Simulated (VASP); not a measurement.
Method: PBE GGA, VASP's PBE PAW potentials (set 64) (plane waves; VASP).

A VASP calculation is set up with these files.

INCAR:
```
LWAVE  =  .FALSE.
LREAL  =  .FALSE.
LMAXMIX  =  6
SYSTEM  =  AuZn
SIGMA  =  0.1
ISIF  =  2   ! forces and stress, cell fixed
GGA  =  PE
ENCUT  =  400   ! plane-wave cut-off (eV)
ISMEAR  =  1   ! Methfessel-Paxton
LCHARG  =  .FALSE.
PREC  =  Accurate
ALGO  =  Normal   ! blocked Davidson
EDIFF  =  1E-6
NELM  =  100   ! most electronic steps
LASPH  =  .TRUE.   ! aspherical one-centre terms
```

### KPOINTS
```
K-points
0
gamma
 15 16 15
```

**POSCAR**
```
AuZn
1
    3.1968130000     0.0000000000     0.0000000000
    0.0000000000     3.0925390000     0.0000000000
    0.0000000000     0.0000000000     3.2034120000
Zn Au
1 1
Direct
  0.5000000000   0.5000000000   0.5000000000
  0.0251430000   0.0000000000   0.0000000000
```

POTCAR, in this order: Zn Au (PBE.64 set). Program: vasp_std.

Gaps are read on the run's mesh, which can miss a band edge. Unless said otherwise, spin-orbit coupling is left out, though it shifts the bands of the heavy elements here.

Task: Predict the energy per atom (σ→0), pressure, largest force, band gap (on the k-mesh).

Result: 
energy per atom (σ→0): -2.365 eV/atom
band gap (on the k-mesh): none (metal, semimetal or under 0.01 eV)
pressure: 27.3 kbar
largest force: 0.285 eV/Å

File OSZICAR:
```
...
DAV:   6    -0.476349101415E+01    0.41677E+00   -0.14481E+00 17602   0.144E+01    0.528E+00
DAV:   7    -0.473814253761E+01    0.25348E-01   -0.34405E-02 23962   0.412E+00    0.281E+00
DAV:   8    -0.472994275079E+01    0.81998E-02   -0.99005E-03 20492   0.117E+00    0.142E-01
DAV:   9    -0.472996757393E+01   -0.24823E-04   -0.39417E-04 19113   0.240E-01    0.740E-02
DAV:  10    -0.472997766584E+01   -0.10092E-04   -0.49564E-05 21844   0.122E-01    0.167E-02
DAV:  11    -0.472997790240E+01   -0.23656E-06   -0.12860E-05 19023   0.906E-02    0.459E-03
DAV:  12    -0.472997772783E+01    0.17457E-06   -0.55430E-07  9459   0.230E-02
   1 F= -.47299777E+01 E0= -.47300801E+01  d E =0.307118E-03
```

The compound is AuZn in the CsCl type structure. The cell was not relaxed at this level, atoms are displaced from their ideal sites. The run is one of a series of settings (KPOINTS 15×16×15 Γ-centred mesh against the base run), some of them coarse on purpose. The electron count is odd and the run is not spin-polarised, which forces a metal.
